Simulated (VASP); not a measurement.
**Hf (Hafnium): input slips in a phonon run and what they do**

Some phonon runs on Hf (Hafnium) get a fault in the input on purpose. Which of them show, and how? The starting structure is a measured crystal structure from the Crystallography Open Database.

Method: Kohn-Sham DFT with plane waves and PAW; LDA, in VASP 6.6.1.

### Step 1. The structure

It takes space group P6_3/mmc (No. 194, hexagonal). Conventional cell: a = 3.197 Å, b = 3.197 Å, c = 5.058 Å, α = 90.00°, β = 90.00°, γ = 120.00°. Nearest to Hf lie 12 Hf at 3.13 to 3.20 Å.

### Step 2. Reference modes

The cell comes from a relaxation at this level, not shown (41.67 Å³).

INCAR

```
SYSTEM = Hf
PREC = Accurate
ENCUT = 450
EDIFF = 1E-08
NELM = 100
ISMEAR = 1
SIGMA = 0.15
LREAL = .FALSE.
ALGO = Normal
GGA = CA
NBANDS = 16
LORBIT = 11
LWAVE = .FALSE.
LCHARG = .FALSE.
KPAR = 2
IBRION = 8
ISIF = 2
```

POSCAR

```
Hf
1.0
    3.1192778156      0.0000000000      0.0000000000
   -1.5596389078      2.7013738298      0.0000000000
    0.0000000000      0.0000000000      4.9447047116
Hf
2
Direct
    0.6666666667      0.3333333333      0.7500000000
    0.3333333333      0.6666666667      0.2500000000
```

KPOINTS

```
Automatic mesh
0
Gamma
12 12 8
0 0 0
```

The projector-augmented-wave data sets are Hf_pv (LDA family, release 64).

The run is started by

```sh
> mpirun -np 2 vasp_std
```

What it wrote:

```text
[banner, memory and clock lines left out]
running    2 mpi-ranks, on    1 nodes
 distrk:  each k-point on    1 cores,    2 groups
 distr:  one band on    1 cores,    1 groups

 POSCAR found type information on POSCAR Hf
 POSCAR found :  1 types and       2 ions
 LDA part: xc-table for (Slater(with rela. corr.)+CA(PZ))
 , standard interpolation
 POSCAR, INCAR and KPOINTS ok, starting setup
 FFT: planning ... GRIDC
 FFT: planning ... GRID_SOFT
 FFT: planning ... GRID
 WAVECAR not read
 entering main loop
       N       E                     dE             d eps       ncg     rms          rms(c)
DAV:   1     0.441616575675E+02    0.44162E+02   -0.10772E+04  3056   0.108E+03
DAV:   2    -0.206431925146E+02   -0.64805E+02   -0.63347E+02  4064   0.240E+02
DAV:   3    -0.220815841586E+02   -0.14384E+01   -0.14311E+01  3920   0.254E+01
DAV:   4    -0.220913273582E+02   -0.97432E-02   -0.97407E-02  3840   0.256E+00
DAV:   5    -0.220914427709E+02   -0.11541E-03   -0.11541E-03  3904   0.228E-01    0.683E+01
DAV:   6    -0.215792475432E+02    0.51220E+00   -0.43974E-01  3648   0.441E+00    0.402E+01
DAV:   7    -0.213964386046E+02    0.18281E+00   -0.70101E-01  3712   0.535E+00    0.189E+00
DAV:   8    -0.213881267439E+02    0.83119E-02   -0.41850E-02  3512   0.144E+00    0.240E-01
DAV:   9    -0.213882079075E+02   -0.81164E-04   -0.89323E-04  4136   0.217E-01    0.170E-01
DAV:  10    -0.213882049478E+02    0.29596E-05   -0.41957E-05  3600   0.468E-02    0.187E-01
DAV:  11    -0.213882021158E+02    0.28320E-05   -0.41450E-06  4024   0.136E-02    0.127E-02
DAV:  12    -0.213882020853E+02    0.30504E-07   -0.38008E-07  3704   0.426E-03    0.631E-03
DAV:  13    -0.213882020747E+02    0.10566E-07   -0.17486E-08  2672   0.101E-03    0.132E-03
DAV:  14    -0.213882020751E+02   -0.32628E-09   -0.20414E-09  2224   0.385E-04
   1 F= -.21388202E+02 E0= -.21388964E+02  d E =0.228613E-02
 Linear response reoptimize wavefunctions to high precision
DAV:   1    -0.213882020750E+02    0.66393E-10   -0.34689E-10  2408   0.147E-04
 Linear response DOF=           2
 Linear response progress:
  Degree of freedom:   1/  2
       N       E                     dE             d eps       ncg     rms          rms(c)
RMM:   1    -0.197473061545E+00   -0.19747E+00    0.46122E+00 12237   0.117E+01
RMM:   2    -0.202295722596E+00   -0.48227E-02   -0.37600E-02 18116   0.120E+00    0.598E-01
RMM:   3    -0.201576351618E+00    0.71937E-03   -0.42128E-03 22752   0.253E-01    0.125E-01
RMM:   4    -0.201243854512E+00    0.33250E-03   -0.46025E-04 26900   0.863E-02    0.192E-01
RMM:   5    -0.200864390762E+00    0.37946E-03   -0.41217E-05 24769   0.359E-02    0.146E-02
RMM:   6    -0.200784338465E+00    0.80052E-04   -0.21259E-05 27840   0.132E-02    0.289E-02
RMM:   7    -0.200787841669E+00   -0.35032E-05   -0.39088E-05 24711   0.406E-03    0.826E-03
RMM:   8    -0.200783377363E+00    0.44643E-05   -0.18144E-05 27652   0.207E-03    0.179E-02
RMM:   9    -0.200781019674E+00    0.23577E-05   -0.79427E-06 26079   0.117E-03    0.583E-03
RMM:  10    -0.200780968640E+00    0.51034E-07   -0.68528E-06 28263   0.498E-04    0.701E-04
RMM:  11    -0.200780936910E+00    0.31730E-07   -0.33894E-06 26990   0.216E-04    0.566E-04
RMM:  12    -0.200780913792E+00    0.23118E-07   -0.19369E-06 27734   0.111E-04    0.711E-05
RMM:  13    -0.200780933540E+00   -0.19748E-07   -0.10534E-06 26077   0.732E-05    0.476E-05
RMM:  14    -0.200780950128E+00   -0.16588E-07   -0.56300E-07 25562   0.610E-05    0.135E-05
RMM:  15    -0.200780971300E+00   -0.21172E-07   -0.29554E-07 22248   0.540E-05    0.206E-05
RMM:  16    -0.200780964227E+00    0.70732E-08   -0.16642E-07 20159   0.513E-05    0.101E-05
RMM:  17    -0.200780978729E+00   -0.14502E-07   -0.94489E-08 17495   0.496E-05    0.279E-06
RMM:  18    -0.200780963702E+00    0.15028E-07   -0.57080E-08 16552   0.488E-05    0.131E-06
RMM:  19    -0.200780978721E+00   -0.15020E-07   -0.39100E-08 15906   0.484E-05    0.238E-06
RMM:  20    -0.200780968900E+00    0.98216E-08   -0.26351E-08 14788   0.481E-05    0.129E-06
 first order change of Fermi-energy  -0.72339E-05
 force on displaced ion       1 direction 1 :  -1.853   0.000   0.000
 Linear response progress:
  Degree of freedom:   2/  2
       N       E                     dE             d eps       ncg     rms          rms(c)
RMM:   1    -0.240381506215E+00   -0.24038E+00    0.49208E+00  4419   0.122E+01
RMM:   2    -0.250226240185E+00   -0.98447E-02   -0.41863E-02  6498   0.124E+00    0.753E-01
RMM:   3    -0.249876255803E+00    0.34998E-03   -0.53848E-03  7542   0.277E-01    0.211E-01
RMM:   4    -0.249524477202E+00    0.35178E-03   -0.51732E-04  8979   0.945E-02    0.209E-01
RMM:   5    -0.249279899085E+00    0.24458E-03   -0.72362E-05  8859   0.413E-02    0.536E-02
RMM:   6    -0.249188063464E+00    0.91836E-04   -0.47676E-05  7595   0.190E-02    0.509E-02
RMM:   7    -0.249198324542E+00   -0.10261E-04    0.51464E-05  8405   0.656E-03    0.189E-02
RMM:   8    -0.249210283675E+00   -0.11959E-04   -0.82084E-06  9023   0.306E-03    0.376E-03
RMM:   9    -0.249200723829E+00    0.95598E-05    0.12972E-05  9120   0.167E-03    0.211E-03
RMM:  10    -0.249201165077E+00   -0.44125E-06    0.49572E-06  8794   0.571E-04    0.532E-04
RMM:  11    -0.249201311872E+00   -0.14680E-06    0.17202E-06  9361   0.255E-04    0.131E-04
RMM:  12    -0.249201328015E+00   -0.16143E-07    0.77348E-07  9529   0.114E-04    0.489E-05
RMM:  13    -0.249201212025E+00    0.11599E-06    0.15407E-06  9020   0.826E-05    0.286E-05
RMM:  14    -0.249201289139E+00   -0.77115E-07    0.78327E-07  9304   0.679E-05    0.153E-05
[...]
RMM:  22    -0.249201338625E+00    0.67799E-08    0.31409E-07  4627   0.551E-05    0.261E-07
RMM:  23    -0.249201325875E+00    0.12750E-07    0.35608E-07  4448   0.551E-05    0.383E-07
RMM:  24    -0.249201348491E+00   -0.22616E-07    0.30891E-07  4258   0.551E-05    0.264E-07
RMM:  25    -0.249201334711E+00    0.13780E-07    0.36807E-07  4113   0.551E-05    0.342E-07
RMM:  26    -0.249201336419E+00   -0.17081E-08    0.29555E-07  3944   0.551E-05    0.269E-07
RMM:  27    -0.249201342135E+00   -0.57153E-08    0.32916E-07  3863   0.550E-05    0.319E-07
RMM:  28    -0.249201348741E+00   -0.66069E-08    0.28610E-07  3764   0.550E-05    0.281E-07
RMM:  29    -0.249201338280E+00    0.10461E-07    0.31209E-07  3700   0.550E-05    0.303E-07
 first order change of Fermi-energy  -0.14778E-03
 force on displaced ion       1 direction 3 :  -0.000   0.000  -3.863
 Linear response finished
```

Elapsed: 3.3 min, on 2 MPI ranks of Intel Xeon Platinum 8488C (Sapphire Rapids), shared host; peak memory 0.91 GiB.

Lines that name or quote the potential files are left out of all logs, and their timing lines are given in words.

From OUTCAR (step 2):

```text
ion  position               nearest neighbor table
   1  0.667  0.333  0.750-   2 3.06   2 3.06   2 3.06   2 3.06   2 3.06   2 3.06
   2  0.333  0.667  0.250-   1 3.06   1 3.06   1 3.06   1 3.06   1 3.06   1 3.06

  LATTYP: Found a hexagonal cell.
 ALAT       =     3.1192778156
 C/A-ratio  =     1.5852081808

 Subroutine GETGRP returns: Found 24 space group operations
 (whereof 12 operations were pure point group operations)

The static configuration has the point symmetry D_3d.
 The point group associated with its full space group is D_6h.

 Found     95 irreducible k-points:

   k-points           NKPTS =     95   k-points in BZ     NKDIM =     95   number of bands    NBANDS=     16

   dimension x,y,z NGX =    24 NGY =   24 NGZ =   36
   dimension x,y,z NGXF=    48 NGYF=   48 NGZF=   72

   ENCUT  =  450.0 eV  33.07 Ry    5.75 a.u.   5.40  5.40  8.55*2*pi/ulx,y,z

   NELECT =      20.0000    total number of electrons

 k-points in reciprocal lattice and weights: Automatic mesh
   0.00000000  0.00000000  0.00000000       0.001
   0.08333333  0.00000000  0.00000000       0.005
   0.16666667  0.00000000  0.00000000       0.005
   0.25000000 -0.00000000  0.00000000       0.005
   0.33333333 -0.00000000  0.00000000       0.005
   0.41666667 -0.00000000  0.00000000       0.005
   0.50000000 -0.00000000  0.00000000       0.003
   0.08333333  0.08333333  0.00000000       0.005
   0.16666667  0.08333333  0.00000000       0.010
[...]
0.33333333  0.25000000  0.50000000       0.010
   0.33333333  0.33333333  0.50000000       0.002

 average (electrostatic) potential at core
       1 -36.9449       2 -36.9449

  Total       -0.0013976     -0.0013976      0.0016277      0.0000000      0.0000000      0.0000000
  in kB       -0.0537434     -0.0537434      0.0625892      0.0000000      0.0000000      0.0000000
  external PRESSURE =      -0.0149659 kB  Pullay stress =       0.0000000 kB

  energy-cutoff  :      450.00
  volume of cell :       41.67
      direct lattice vectors                 reciprocal lattice vectors
     3.119277816  0.000000000  0.000000000     0.320587027  0.185091006  0.000000000
    -1.559638908  2.701373830  0.000000000     0.000000000  0.370182012  0.000000000
     0.000000000  0.000000000  4.944704712     0.000000000  0.000000000  0.202236546

 POSITION                                       TOTAL-FORCE (eV/Angst)
 -----------------------------------------------------------------------------------
      1.55964      0.90046      3.70853        -0.000000      0.000000      0.000000
     -0.00000      1.80092      1.23618         0.000000     -0.000000      0.000000
 -----------------------------------------------------------------------------------
    total drift:                                0.000000     -0.000000      0.000000

 Eigenvectors and eigenvalues of the dynamical matrix
 ----------------------------------------------------

   1 f  =    3.252611 THz    20.436755 2PiTHz  108.495412 cm-1    13.451711 meV
             X         Y         Z           dx          dy          dz
      1.559639  0.900458  3.708529    -0.000000    0.000000    0.707107
     -0.000000  1.800916  1.236176     0.000000    0.000000   -0.707107

   2 f  =    2.252766 THz    14.154547 2PiTHz   75.144187 cm-1     9.316688 meV
             X         Y         Z           dx          dy          dz
      1.559639  0.900458  3.708529     0.000000    0.707107    0.000000
     -0.000000  1.800916  1.236176    -0.000000   -0.707107   -0.000000

   3 f  =    2.252766 THz    14.154547 2PiTHz   75.144187 cm-1     9.316688 meV
             X         Y         Z           dx          dy          dz
      1.559639  0.900458  3.708529    -0.707107    0.000000   -0.000000
     -0.000000  1.800916  1.236176     0.707107   -0.000000   -0.000000

   4 f  =    0.000000 THz     0.000000 2PiTHz    0.000001 cm-1     0.000000 meV
             X         Y         Z           dx          dy          dz
      1.559639  0.900458  3.708529    -0.127150   -0.693345   -0.055726
     -0.000000  1.800916  1.236176    -0.127150   -0.693345   -0.055726

   5 f  =    0.000000 THz     0.000000 2PiTHz    0.000001 cm-1     0.000000 meV
             X         Y         Z           dx          dy          dz
      1.559639  0.900458  3.708529    -0.695540    0.126120    0.017832
     -0.000000  1.800916  1.236176    -0.695540    0.126120    0.017832

   6 f/i=    0.000000 THz     0.000000 2PiTHz    0.000001 cm-1     0.000000 meV
             X         Y         Z           dx          dy          dz
      1.559639  0.900458  3.708529     0.007546   -0.058021    0.704682
     -0.000000  1.800916  1.236176     0.007546   -0.058021    0.704682

 ELASTIC MODULI CONTR FROM IONIC RELAXATION (kBar)
 Direction    XX          YY          ZZ          XY          YZ          ZX
 --------------------------------------------------------------------------------
 XX        -165.4330    165.4330      0.0000     -0.0000      0.0000      0.0000
 YY         165.4330   -165.4330     -0.0000      0.0000     -0.0000      0.0000
 ZZ           0.0000     -0.0000     -0.0000      0.0000     -0.0000      0.0000
 XY          -0.0000      0.0000      0.0000   -165.4330      0.0000      0.0000
 YZ           0.0000     -0.0000     -0.0000      0.0000     -0.0000      0.0000
 ZX           0.0000      0.0000      0.0000      0.0000      0.0000      0.0000
 --------------------------------------------------------------------------------
```

Energies printed during the response cycles are not total energies of the cell.

Reference: the zone-centre modes are B1g 108.5, E2g 75.1 cm⁻¹.

### Step 3. Modes with finite displacements, else as the reference

Against step 2 the input has IBRION = 6, NFREE = 2 and POTIM = 0.015 (also changed: NSW).

INCAR: that of step 2 with these lines changed.

```diff
@@ -15,3 +15,6 @@
 KPAR = 2
-IBRION = 8
+IBRION = 6
+NFREE = 2
+POTIM = 0.015
+NSW = 1
 ISIF = 2
```

POSCAR is that of step 2.

KPOINTS is that of step 2.

The run is started by

```sh
> mpirun -np 2 vasp_std
```

What it wrote:

```text
[... set-up lines as in an earlier step ...]
 entering main loop
       N       E                     dE             d eps       ncg     rms          rms(c)
[... 14 cycles as in an earlier step ...]
   1 F= -.21388202E+02 E0= -.21388964E+02  d E =0.228613E-02
[...]
2 F= -.21387994E+02 E0= -.21388740E+02  d E =0.223786E-02
[...]
3 F= -.21387994E+02 E0= -.21388740E+02  d E =0.223785E-02
[...]
4 F= -.21387773E+02 E0= -.21388510E+02  d E =0.221200E-02
[...]
5 F= -.21387773E+02 E0= -.21388510E+02  d E =0.221199E-02
 Finite differences progress:
  Degree of freedom:   2/  2
  Displacement:        2/  2
  Total:               4/  4
```

Run time: 80 s. Hardware: 2 MPI ranks; peak memory 0.73 GiB.

OUTCAR, selected parts (step 3):

```text
  Total        0.0019079      0.0019079      0.0064090     -0.0000000      0.0000000      0.0000000
  in kB        0.0733666      0.0733666      0.2464454     -0.0000000      0.0000000      0.0000000
  external PRESSURE =       0.1310595 kB  Pullay stress =       0.0000000 kB

 POSITION                                       TOTAL-FORCE (eV/Angst)
 -----------------------------------------------------------------------------------
      1.55964      0.90046      3.69353         0.000000     -0.000000      0.057232
     -0.00000      1.80092      1.23618        -0.000000      0.000000     -0.057232
 -----------------------------------------------------------------------------------
    total drift:                               -0.000000      0.000000     -0.000863

  FREE ENERGIE OF THE ION-ELECTRON SYSTEM (eV)
  ---------------------------------------------------
  free  energy   TOTEN  =       -21.3877726804 eV

  energy  without entropy=      -21.3899846743  energy(sigma->0) =      -21.38851001

[... 2 parts as in an earlier step ...]

[... 1 further part left out ...]
[key lines of the parts left out:]
E-fermi :   5.3273
```

The last energy, forces and stress in OUTCAR belong to the last displaced cell, not to that of POSCAR.

With finite displacements, else as the reference the modes are B1g 107.8, E2g 75.3 cm⁻¹; the largest shift is -0.7 cm⁻¹, in B1g, from the reference.

### Step 4. Modes with a structure that was not relaxed

A slip made on purpose: a structure that was not relaxed. Against step 2 the input has another starting structure (also changed: NELM).

INCAR: that of step 3 with these lines changed.

```diff
@@ -4,3 +4,3 @@
 EDIFF = 1E-08
-NELM = 100
+NELM = 60
 ISMEAR = 1
@@ -15,6 +15,3 @@
 KPAR = 2
-IBRION = 6
-NFREE = 2
-POTIM = 0.015
-NSW = 1
+IBRION = 8
 ISIF = 2
```

POSCAR

```
Hf
1.0
    3.1967000000      0.0000000000      0.0000000000
   -1.5983500000      2.7684234083      0.0000000000
    0.0000000000      0.0000000000      5.0578000000
Hf
2
Direct
    0.6666666667      0.3333333333      0.7500000000
    0.3333333333      0.6666666667      0.2500000000
```

KPOINTS is that of step 3.

The run is started by

```sh
> mpirun -np 2 vasp_std
```

What it wrote:

```text
[... set-up lines as in an earlier step ...]
 entering main loop
       N       E                     dE             d eps       ncg     rms          rms(c)
DAV:   1     0.443345318297E+02    0.44335E+02   -0.10750E+04  3040   0.106E+03
DAV:   2    -0.205644324491E+02   -0.64899E+02   -0.63584E+02  4040   0.239E+02
DAV:   3    -0.220900048061E+02   -0.15256E+01   -0.15177E+01  4104   0.256E+01
DAV:   4    -0.221017943734E+02   -0.11790E-01   -0.11787E-01  3768   0.273E+00
[...]
DAV:  12    -0.213113298636E+02    0.43134E-07   -0.36943E-07  3568   0.405E-03    0.676E-03
DAV:  13    -0.213113298509E+02    0.12732E-07   -0.15176E-08  2944   0.924E-04    0.179E-03
DAV:  14    -0.213113298510E+02   -0.58435E-10   -0.21526E-09  2232   0.384E-04
   1 F= -.21311330E+02 E0= -.21311599E+02  d E =0.808945E-03
 Linear response reoptimize wavefunctions to high precision
DAV:   1    -0.213113298509E+02    0.83674E-10   -0.30095E-10  2432   0.140E-04
 Linear response DOF=           2
 Linear response progress:
  Degree of freedom:   1/  2
[...]
RMM:  15    -0.204454202923E+00   -0.19569E-08   -0.26563E-07 24371   0.244E-05    0.284E-05
RMM:  16    -0.204454207330E+00   -0.44063E-08   -0.13672E-07 21319   0.208E-05    0.100E-05
RMM:  17    -0.204454199476E+00    0.78542E-08   -0.71513E-08 19460   0.189E-05    0.452E-07
 first order change of Fermi-energy  -0.28776E-05
 force on displaced ion       1 direction 1 :  -1.747   0.000   0.000
 Linear response progress:
  Degree of freedom:   2/  2
       N       E                     dE             d eps       ncg     rms          rms(c)
RMM:   1    -0.240261695495E+00   -0.24026E+00    0.47969E+00  4398   0.122E+01
RMM:   2    -0.250860593133E+00   -0.10599E-01   -0.41285E-02  6519   0.123E+00    0.720E-01
RMM:   3    -0.250519823274E+00    0.34077E-03   -0.55193E-03  7639   0.273E-01    0.189E-01
RMM:   4    -0.250174518414E+00    0.34530E-03   -0.70094E-04  9051   0.947E-02    0.205E-01
[...]
RMM:  17    -0.249824412076E+00    0.37904E-07   -0.80250E-08  6897   0.237E-05    0.100E-06
RMM:  18    -0.249824420713E+00   -0.86366E-08   -0.19427E-07  6744   0.230E-05    0.209E-07
RMM:  19    -0.249824425549E+00   -0.48356E-08   -0.56912E-08  5855   0.224E-05    0.349E-07
 first order change of Fermi-energy  -0.14799E-03
 force on displaced ion       1 direction 3 :  -0.000  -0.000  -1.710
 Linear response finished
```

Elapsed: 3.3 min, on 2 MPI ranks; peak memory 0.97 GiB; 6.4 min of CPU time.

Parts of OUTCAR (step 4):

```text
  Total       -2.1315492     -2.1315492     -2.1587514      0.0000000      0.0000000     -0.0000000
  in kB      -76.2974269    -76.2974269    -77.2711123      0.0000000      0.0000000     -0.0000000
  external PRESSURE =     -76.6219887 kB  Pullay stress =       0.0000000 kB

 POSITION                                       TOTAL-FORCE (eV/Angst)
 -----------------------------------------------------------------------------------
      1.59835      0.92281      3.79335        -0.000000      0.000000      0.000000
     -0.00000      1.84562      1.26445         0.000000     -0.000000      0.000000
 -----------------------------------------------------------------------------------
    total drift:                               -0.000000      0.000000     -0.000000

[... 1 part as in an earlier step ...]

[... 1 further part left out ...]
```

With a structure that was not relaxed the modes are E2g 73.0, B1g 72.2 cm⁻¹; the largest shift is -36.3 cm⁻¹, in B1g, from the reference.

(Continued in part 2 of 2.)

[Lines on the potential files, build, host, timing and source positions are cut from VASP's logs without a mark.]

[Logs are printed without paths, hosts, clocks, repeated set-up lines and the standing remarks that a program may print on its own settings, such as how far it seeks lower states.]

[Hosts, paths, dates, database ids (printed as entryN), source tags and the programs' standing remarks are cut or masked in the printed files.]
